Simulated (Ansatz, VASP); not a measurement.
# Cross-check of Ru (Ruthenium) between VASP and Ansatz

One calculation is typed for both programs; each brings its own data sets. How far apart do they land? The structure shown is the end of the Ansatz relaxation below.

Method: plane waves, with VASP 6.6.1 beside it; LDA, in Ansatz 0.2.0.

## 1. The starting structure

The structure is hexagonal, space group P6_3/mmc (No. 194). The conventional cell has a = 2.682 Å, b = 2.682 Å, c = 4.182 Å, α = 90.00°, β = 90.00°, γ = 120.00°. Ru has 12 Ru at 2.60 to 2.68 Å nearest.

## 2. Ansatz: relaxation, LDA

Ansatz runs on its PAW soft_1 files.

This run makes the geometry at which the two programs are then compared.

The input, input.yaml:

```yaml
crystal:
  lattice:
    - [2.6749044221, 0.0, 0.0]
    - [-1.3374522111, 2.3165351823, 0.0]
    - [0.0, 0.0, 4.1817102656]
  atoms:
    - { symbol: Ru, position: [0.3333333333, 0.6666666667, 0.25] }
    - { symbol: Ru, position: [0.6666666667, 0.3333333333, 0.75] }
kpoints:
  mp_grid: { grid: [18, 18, 12] }
hamiltonian:
  xc: lda
  pseudopotentials: { kind: paw, azcp: { folder: soft_1 }, xc_functional: pbe }
scf:
  occupations: { method: methfessel_paxton, width: 0.2 }
output:
  forces: true
  stress: true
  eigenvalues: true
relax:
  adjacent_minimum: "off"
  f_tol: 0.001
  max_steps: 60
  cell: { stress_tol: 0.01, fix: [c, angles] }
```

Launch:

```console
$ ansatz run input.yaml --threads 4 --pin off --max-ram 10240MiB --backend cpu --events-out ev --progress --plain --runs-dir out
```

Numbers of over 12 decimals in the logs are rounded to 6 here.

Output:

```text
Warning: crystal.symmetry: narrowed to the stabiliser of the fixed cell quantities (relax.cell.fix) — unitary ops 24 → 8. The narrowing is safe, since a smaller group never makes results wrong: the run goes on under it, on as many k-points as the starting group would need, or more. Excluded: 16 operations that would move a fixed cell quantity at a test strain (relax.cell.fix fixes c, alpha, beta, gamma). The cell can leave their symmetry as it relaxes.
Engine: ansatz 0.2.0, aarch64-unknown-linux-gnu
Pseudopotentials: kind: paw
Pseudopotential: Ru, paw, valence charge 16, recommended cutoff 420 eV (normal), soft_1/Ru.paw.azcp
Functional definition: SPW92
  exchange = slater_x
  correlation = pw_c
Crystal: 2 atoms, lattice volume = 25.912 Å³
Basis set: ecut = 420 eV, 523 PW (Γ)
Bands: 20, of which v1, the nominal top of the filled ones, is band 16 counted from 1 (15 counted from 0)
Symmetry: 8 space group operations
k-points: 637 of 3888
Non-local potential: Ru, projectors of the file, l = 0: 3, l = 1: 2, l = 2: 2, l = 3: 1
PAW form: soft (Blöchl's): semilocal exchange-correlation on the pseudo side does not see the compensation charge
PAW frozen core: Ru, regenerated for the run's functional, and the local potential with it (the file was generated under x = pbe(κ = 0.804, μ = 0.219515), c = pbe(β = 0.066725))
PAW one-centre angular grid: Ru, 590 points (default); XC on 64 Gauss nodes
Initial density: superposition of atomic densities (chi_scale 0.1, normalization cell)
Initial wavefunctions: pseudopotential atomic-orbital guess
Functional: x = slater, c = lda
SCF iter   1: F=—  HF=-11518.118745 eV  |F-HF|=—  |Δ(HF+E_count)|=         —  Δρ=1.31e-1  dr2=4.14e0  ethr=3.10e-3  ⟨swp⟩=4.9  Hψ=49017  notcnv=0
preconditioner: auto → none  [metal: Δε(μ)=0.012 eV  Ē_g=6.596 eV  σ=0.200 eV  W_gap=0.05  n_scr=8 (ndim 8)  ℏωp=29.2 eV  f_vac=0.000  D(μ)=1.44/eV (n_scr^D=22)  sad-step TF]
SCF iter   2: F=—  HF=-11517.054329 eV  |F-HF|=—  |Δ(HF+E_count)|=    1.06e0  S|Δr|=    0.00e0  Δρ=6.95e-2  dr2=1.14e0  ethr=3.10e-3  ⟨swp⟩=2.2  Hψ=25236  notcnv=0  defer=71
SCF iter   3: F=—  HF=-11516.657072 eV  |F-HF|=—  |Δ(HF+E_count)|=   3.97e-1  S|Δr|=    0.00e0  Δρ=3.60e-3  dr2=1.48e-3  ethr=3.10e-3  ⟨swp⟩=2.0  Hψ=20115  notcnv=0  defer=71
SCF iter   4: F=—  HF=-11516.658330 eV  |F-HF|=—  |Δ(HF+E_count)|=   1.26e-3  S|Δr|=    0.00e0  Δρ=4.02e-4  dr2=1.72e-5  ethr=4.61e-6  ⟨swp⟩=2.2  Hψ=26980  notcnv=0  defer=50
SCF iter   5: F=—  HF=-11516.658347 eV  |F-HF|=—  |Δ(HF+E_count)|=   1.62e-5  S|Δr|=    0.00e0  Δρ=8.46e-5  dr2=1.29e-6  ethr=5.38e-8  ⟨swp⟩=2.2  Hψ=21388  notcnv=0  defer=50
SCF iter   6: F=-11516.658346 eV  HF=-11516.658346 eV  |F-HF|=2.70e-9  |Δ(HF+E_count)|=   4.66e-7  S|Δr|=    0.00e0  Δρ=5.51e-6  dr2=4.49e-9  ethr=3.13e-10  ⟨swp⟩=6.4  Hψ=60010  notcnv=0
SCF 1 converged in 6 iterations: F = -11516.658346 eV  dr2 = 4.49e-9
  greatest PAW one-centre occupation: 1.000 electrons in one spin orbital (limit 2), on the Ru atom at site 1 (counted from 0), in its partial waves of l = 0
relax step   1: F+E_penalty+E_count = -11516.65834617 eV  Δ(F+E_penalty+E_count) = +0.000e0 eV  max|allowed force component| = 2.129e-6 eV/Å  Δτ_max = 0.0000 Å  P = +3.989 GPa  Ω = 25.912 Å³  fix = [c, alpha, beta, gamma]  reactions: c +7.624 GPa; gamma +0.000 GPa/rad  (6 SCF iters, dr2 threshold 1.00e-7 eV, accepted)
[...]
relax step   2: F+E_penalty+E_count = -11516.65795206 eV  Δ(F+E_penalty+E_count) = +3.941e-4 eV  max|allowed force component| = 3.222e-6 eV/Å  Δτ_max = 0.0000 Å  P = +0.482 GPa  Ω = 26.161 Å³  energy of the carried Pulay correction = -4.898e-4 eV  fix = [c, alpha, beta, gamma]  reactions: c +5.451 GPa; gamma +0.000 GPa/rad  (4 SCF iters, dr2 threshold 2.00e-7 eV, accepted)
[...]
relax step   4: F+E_penalty+E_count = -11516.65895333 eV  Δ(F+E_penalty+E_count) = -3.096e-6 eV  max|allowed force component| = 1.576e-7 eV/Å  Δτ_max = 0.0000 Å  P = +2.166 GPa  Ω = 26.040 Å³  energy of the carried Pulay correction = -2.516e-4 eV  fix = [c, alpha, beta, gamma]  reactions: c +6.500 GPa; gamma -0.000 GPa/rad  (4 SCF iters, dr2 threshold 1.51e-9 eV, accepted)
[...]
relax step   5: F+E_penalty+E_count = -11516.65921393 eV  Δ(F+E_penalty+E_count) = -2.606e-4 eV  max|allowed force component| = 1.600e-7 eV/Å  Δτ_max = 0.0000 Å  P = +2.177 GPa  Ω = 26.040 Å³  fix = [c, alpha, beta, gamma]  reactions: c +6.503 GPa; gamma -0.000 GPa/rad  stress off target by 1.38e-2 GPa on what of the cell is left free  SCF on the basis re-selected at this cell (its energy is not comparable with the rows above)  (5 SCF iters)
[...]
relax step   6: F+E_penalty+E_count = -11516.65921231 eV  Δ(F+E_penalty+E_count) = +1.614e-6 eV  max|allowed force component| = 8.232e-8 eV/Å  Δτ_max = 0.0000 Å  P = +2.165 GPa  Ω = 26.040 Å³  energy of the carried Pulay correction = -1.650e-6 eV  fix = [c, alpha, beta, gamma]  reactions: c +6.495 GPa; gamma -0.000 GPa/rad  (2 SCF iters, dr2 threshold 4.76e-10 eV, accepted)
[...]
relax step   7: F+E_penalty+E_count = -11516.65921270 eV  Δ(F+E_penalty+E_count) = -3.877e-7 eV  max|allowed force component| = 7.609e-8 eV/Å  Δτ_max = 0.0000 Å  P = +2.165 GPa  Ω = 26.040 Å³  fix = [c, alpha, beta, gamma]  reactions: c +6.495 GPa; gamma -0.000 GPa/rad  stress off target by 1.68e-4 GPa on what of the cell is left free  SCF on the basis re-selected at this cell (its energy is not comparable with the rows above)  (5 SCF iters)
basis re-selected at this cell: Δ(F+E_penalty+E_count) = -3.877e-7 eV, ΔP = +0.000 GPa vs the last step (what re-selecting the basis moved, of the pressure what is left beyond the Pulay correction that the steps carried, after the strain that the cell walked since its last selection, with what the two solves' SCF thresholds leave and, on support functions, any second-order correction that the steps lacked; it is no m [...]
SCF converged after 5 iterations
Stability not checked: this state was not tested for a lower state beside it, because cold or Methfessel-Paxton smearing, or corrected tetrahedra, fill the levels in a way that the test cannot read (fill_not_monotonic; see scf.lower_state_search)
Free energy (F): -11516.659213 eV
Harris-Foulkes:  -11516.659213 eV  (|F-HF|=3.64e-12)
Internal energy: -11516.659711 eV  (E = F + TS)
E sigma→0 (E₀):  -11516.659337 eV
Entropy (-TS):   0.000498 eV (0.249 meV/atom)
Fermi energy:    24.241298 eV
Step filling:    the computed levels leave a gap of 0.0000 eV = 0.0 smearing widths at the electron count; against every level under it full and every level over it empty, smearing changes F+E_penalty+E_count by +0.875 meV and its σ→0 estimate by +0.750 meV
--- Per-component energies (eV) ---
  E_band       = -85.869734
  E_kinetic    = 924.441149
  E_local      = -2463.827230  (includes V_loc(G=0)·N_el)
  E_nonlocal   = 836.098643
  E_hartree    = 813.578992
  E_xc         = -339.993285
  E_vxc        = -431.538704  (∫ρ·V_xc dr)
  E_paw        = -6763.883074  (= ΣΔE_a)
  E_vpaw       = -578.202678  (= ΣTr[D̂ρ^β])
  E_aug_tail   = 0.001083  (compensation charges beyond the density's cutoff)
  E_ewald      = -4524.219359
  E_core_change = 1.143369  (= ΣΔE_core)
  E_smearing   = 0.000498  (= −TS)
  E_closure    = -0.000000  (closes the sum)
  Σ components = -11516.659213   (vs F -11516.659213, Δ=0.00e0)
--- Forces (eV/Å), atoms counted from 1 ---
  atom   1  Ru    -0.00000008     0.00000004     0.00000000
  atom   2  Ru     0.00000008    -0.00000004     0.00000000
  max |Σ_I F_I| component: 0.00e0 eV/Å
--- Stress (GPa, compression-positive) ---
       -0.000169       0.000002       0.000000
        0.000002      -0.000167       0.000000
        0.000000       0.000000       6.495353
  P = ⅓ Tr σ = 2.1650 GPa (21.650 kbar)
--- Band table (eV; the first three rows and the last of 637) ---
  k-point 0: bands = [... 12 lower, 21.7875, 22.2055, 22.2055, 22.6300, 22.6300, 25.5038, 25.5038, 25.7418]
  k-point 1: bands = [... 12 lower, 21.7426, 22.1498, 22.1498, 22.7634, 22.7634, 25.4575, 25.5153, 25.5153]
  k-point 2: bands = [... 12 lower, 21.6181, 21.9996, 21.9996, 23.0915, 23.0915, 24.7316, 25.5300, 25.5300]
  k-point 636: bands = [... 12 lower, 23.0443, 23.0443, 24.7018, 24.7018, 25.9845, 25.9845, 27.7750, 27.7750]
--- Relaxed structure (5 steps of the walk, 5 accepted, 2 SCFs on fresh bases) ---
  F+E_penalty+E_count = -11516.65921270 eV   max|allowed force component| = 7.609e-8 eV/Å   (the final SCF, on the basis selected at the relaxed cell)
  cell:  # Å, volume = 26.0404 Å³
    - [2.681522, 2.8938881933842673e-11, 0.0]
    - [-1.340761, 2.322266, 0.0]
    - [0.0, 0.0, 4.1817102656]
  atoms:
    - { symbol: Ru, position: [0.333333, 0.666667, 0.250000] }
    - { symbol: Ru, position: [0.666667, 0.333333, 0.750000] }
```

Reading the cycles: dr2 is the Hartree energy of the density residual (eV), the measure of convergence; HF is the Harris–Foulkes estimate of the energy, which meets the free energy F at convergence.

## 3. VASP: single point, LDA, pair 1

The same cell, functional (in two slightly different forms), mesh and smearing now go to VASP, with its own data sets.

Lines of VASP's logs that name or quote its potential files are left out, and so is its time.

The input, INCAR:

```
SYSTEM = Ru
PREC = Accurate
ENCUT = 500
EDIFF = 1E-06
NELM = 120
ISMEAR = 1
SIGMA = 0.2
LREAL = .FALSE.
ALGO = Normal
GGA = PW92
NBANDS = 20
LASPH = .TRUE.
LORBIT = 11
LWAVE = .FALSE.
LCHARG = .FALSE.
ISIF = 2
GGA_COMPAT = .FALSE.
KPAR = 2
```

The input, POSCAR:

```
Ru
1.0
    2.6815215051      0.0000000000      0.0000000000
   -1.3407607526      2.3222657442      0.0000000000
    0.0000000000      0.0000000000      4.1817102656
Ru
2
Direct
    0.3333333301      0.6666666635      0.2500000000
    0.6666666635      0.3333333301      0.7500000000
```

The input, KPOINTS:

```
Automatic mesh
0
Gamma
18 18 12
0 0 0
```

PAW data sets: Ru_pv (LDA family, release 64).

Launch:

```console
$ mpirun -np 2 vasp_std
```

Output:

```text
[banner, memory and clock lines left out]
running    2 mpi-ranks, on    1 nodes
 distrk:  each k-point on    1 cores,    2 groups
 distr:  one band on    1 cores,    1 groups

 POSCAR found type information on POSCAR Ru
 POSCAR found :  1 types and       2 ions
|                                                                             |
|               ----> ADVICE to this user running VASP <----                  |
|                                                                             |
|     You enforced a specific xc type in the INCAR file but a different       |
|     [... a line on the potential file left out ...]
|     I HOPE YOU KNOW WHAT YOU ARE DOING!                                     |
|                                                                             |

 LDA part: xc-table for (Slater(with rela. corr.)+PW92), standard interpolation
 POSCAR, INCAR and KPOINTS ok, starting setup
 FFT: planning ... GRIDC
 FFT: planning ... GRID_SOFT
 FFT: planning ... GRID
 WAVECAR not read
 entering main loop
       N       E                     dE             d eps       ncg     rms          rms(c)
DAV:   1     0.280455908695E+03    0.28046E+03   -0.17308E+04 10384   0.152E+03
DAV:   2    -0.167858272152E+02   -0.29724E+03   -0.28901E+03 10592   0.457E+02
DAV:   3    -0.227566741520E+02   -0.59708E+01   -0.59216E+01 11828   0.723E+01
DAV:   4    -0.228044436997E+02   -0.47770E-01   -0.47698E-01 13176   0.611E+00
DAV:   5    -0.228051716683E+02   -0.72797E-03   -0.72584E-03 11688   0.658E-01    0.203E+01
DAV:   6    -0.214751151518E+02    0.13301E+01   -0.30721E+00 11988   0.174E+01    0.576E+00
DAV:   7    -0.213876736248E+02    0.87442E-01   -0.54564E-01 11616   0.529E+00    0.117E+00
DAV:   8    -0.213768069778E+02    0.10867E-01   -0.24948E-02 11652   0.151E+00    0.339E-01
DAV:   9    -0.213763596108E+02    0.44737E-03   -0.70464E-04 11892   0.281E-01    0.300E-02
DAV:  10    -0.213763789311E+02   -0.19320E-04   -0.87323E-05 11644   0.955E-02    0.215E-02
DAV:  11    -0.213763765244E+02    0.24067E-05   -0.16329E-05 11660   0.397E-02    0.119E-03
DAV:  12    -0.213763764977E+02    0.26757E-07   -0.17689E-07  6860   0.409E-03
   1 F= -.21376376E+02 E0= -.21376536E+02  d E =0.479638E-03
```

Parts of OUTCAR (step 3):

```text
ion  position               nearest neighbor table
   1  0.333  0.667  0.250-   2 2.60   2 2.60   2 2.60   2 2.60   2 2.60   2 2.60
   2  0.667  0.333  0.750-   1 2.60   1 2.60   1 2.60   1 2.60   1 2.60   1 2.60

  LATTYP: Found a hexagonal cell.
 ALAT       =     2.6815215051
 C/A-ratio  =     1.5594543089

 Subroutine GETGRP returns: Found 24 space group operations
 (whereof 12 operations were pure point group operations)

The static configuration has the point symmetry D_3d.
 The point group associated with its full space group is D_6h.

 Found    259 irreducible k-points:

   k-points           NKPTS =    259   k-points in BZ     NKDIM =    259   number of bands    NBANDS=     20

   dimension x,y,z NGX =    20 NGY =   20 NGZ =   30
   dimension x,y,z NGXF=    40 NGYF=   40 NGZF=   60

   ENCUT  =  500.0 eV  36.75 Ry    6.06 a.u.   4.89  4.89  7.62*2*pi/ulx,y,z

   NELECT =      28.0000    total number of electrons

 k-points in reciprocal lattice and weights: Automatic mesh
   0.00000000  0.00000000  0.00000000       0.000
   0.05555556 -0.00000000  0.00000000       0.002
   0.11111111 -0.00000000  0.00000000       0.002
   0.16666667 -0.00000000  0.00000000       0.002
   0.22222222  0.00000000  0.00000000       0.002
   0.27777778  0.00000000  0.00000000       0.002
   0.33333333 -0.00000000  0.00000000       0.002
   0.38888889  0.00000000  0.00000000       0.002
   0.44444444  0.00000000  0.00000000       0.002
[...]
0.33333333  0.27777778  0.50000000       0.003
   0.33333333  0.33333333  0.50000000       0.001

 average (electrostatic) potential at core
       1 -66.7299       2 -66.7299

 E-fermi :  13.4839

 k-point     1 :       0.0000    0.0000    0.0000
  band No.  band energies     occupation
    ...
     11      11.0284      2.00000
     12      11.4473      2.00000
     13      11.4473      2.00000
     14      11.8709      2.00000
     15      11.8709      2.00000
     16      14.7434     -0.00000
     17      14.7434     -0.00000
     18      15.0069     -0.00000
     19      23.4110      0.00000
     20      23.4171      0.00000

 k-point     2 :       0.0556   -0.0000    0.0000
  band No.  band energies     occupation
    ...
     11      11.2315      2.00000
     12      11.3956      2.00000
     13      11.5370      2.00000
     14      11.7569      2.00000
     15      11.7941      2.00000
     16      13.6995     -0.06290
     17      14.7951     -0.00000
     18      16.2112     -0.00000
     19      23.4107      0.00000
     20      23.4170      0.00000

 k-point     3 :       0.1111   -0.0000    0.0000
  band No.  band energies     occupation
    ...
     12      11.3499      2.00000
     13      11.5805      2.00000
     14      11.5894      2.00000
     15      11.8012      2.00000
     16      12.8321      2.00004
     17      14.9273     -0.00000
     18      17.6306      0.00000
     19      23.4104      0.00000
     20      23.4170      0.00000

  Total        0.0965074      0.0965074      1.1629933     -0.0000000      0.0000000      0.0000000
  in kB        5.9377792      5.9377792     71.5551088     -0.0000000      0.0000000      0.0000000
  external PRESSURE =      27.8102224 kB  Pullay stress =       0.0000000 kB

  energy-cutoff  :      500.00
  volume of cell :       26.04
      direct lattice vectors                 reciprocal lattice vectors
     2.681521505  0.000000000  0.000000000     0.372922611  0.215306970  0.000000000
    -1.340760753  2.322265744  0.000000000     0.000000000  0.430613939  0.000000000
     0.000000000  0.000000000  4.181710266     0.000000000  0.000000000  0.239136606

 POSITION                                       TOTAL-FORCE (eV/Angst)
 -----------------------------------------------------------------------------------
     -0.00000      1.54818      1.04543         0.000000      0.000000     -0.000000
      1.34076      0.77409      3.13628        -0.000000     -0.000000      0.000000
 -----------------------------------------------------------------------------------
    total drift:                                0.000008      0.000013     -0.000000

  FREE ENERGIE OF THE ION-ELECTRON SYSTEM (eV)
  ---------------------------------------------------
  free  energy   TOTEN  =       -21.3763764977 eV

  energy  without entropy=      -21.3768561359  energy(sigma->0) =      -21.37653638

 total charge
# of ion       s       p       d       tot
------------------------------------------
    1        0.424   6.342   6.003  12.770
    2        0.424   6.342   6.003  12.770
--------------------------------------------------
tot          0.849  12.684  12.007  25.540

[... 3 further parts left out ...]
```

The run ends at a pressure of 2.78 GPa.

## 4. Comparison

Known differences besides the potentials themselves: the data sets hold 32 valence electrons in Ansatz (on its PAW soft_1 files) and 28 in VASP; the cutoff is 420 eV in Ansatz and 500 eV in VASP; VASP's log shows a relativistic correction to its local exchange, Ansatz's none; Ansatz's pressure holds a Pulay correction, VASP's none. Total energies have different zeros and are not compared.

Compared:

```tsv
quantity	Ansatz	VASP	difference
pressure (GPa)	2.17	2.78	-0.62
```

## 5. Ansatz: relaxation, LDA

This run makes the geometry at which the two programs are then compared. The cell compared in this pair holds 26.31 Å³, against 26.04 Å³ for the pair before.

The structure compared here is the end of the Ansatz relaxation.

input.yaml: that of step 2 with these lines changed.

```diff
@@ -4,3 +4,3 @@
     - [-1.3374522111, 2.3165351823, 0.0]
-    - [0.0, 0.0, 4.1817102656]
+    - [0.0, 0.0, 4.2661892609]
   atoms:
```

Launch:

```console
$ ansatz run input.yaml --threads 4 --pin off --max-ram 10240MiB --backend cpu --events-out ev --progress --plain --runs-dir out
```

Output:

```text
[...]
Crystal: 2 atoms, lattice volume = 26.435 Å³
Basis set: ecut = 420 eV, 537 PW (Γ)
Bands: 20, of which v1, the nominal top of the filled ones, is band 16 counted from 1 (15 counted from 0)
Symmetry: 8 space group operations
k-points: 637 of 3888
[...]
k-point 636: bands = [... 12 lower, 22.8483, 22.8483, 24.3954, 24.3954, 25.7630, 25.7630, 27.4440, 27.4440]
--- Relaxed structure (5 steps of the walk, 4 accepted, 2 SCFs on fresh bases) ---
[...]
cell:  # Å, volume = 26.3144 Å³
    - [2.668773, 2.88012988009436e-11, 0.0]
    - [-1.334387, 2.311225, 0.0]
    - [0.0, 0.0, 4.2661892609]
  atoms:
    - { symbol: Ru, position: [0.333333, 0.666667, 0.250000] }
    - { symbol: Ru, position: [0.666667, 0.333333, 0.750000] }
[key lines of the parts left out:]
SCF converged after 4 iterations
Free energy (F): -11516.659414 eV
Fermi energy:    23.927048 eV
P = ⅓ Tr σ = -2.0633 GPa (-20.633 kbar)
```

(Part 1 of 2 ends here.)

[Lines on the potential files, build, host, timing and source positions are cut from VASP's logs without a mark.]

[Logs are printed without paths, hosts, clocks, repeated set-up lines and the standing remarks that a program may print on its own settings, such as how far it seeks lower states.]

[Hosts, paths, dates, database ids (printed as entryN), source tags and the programs' standing remarks are cut or masked in the printed files.]
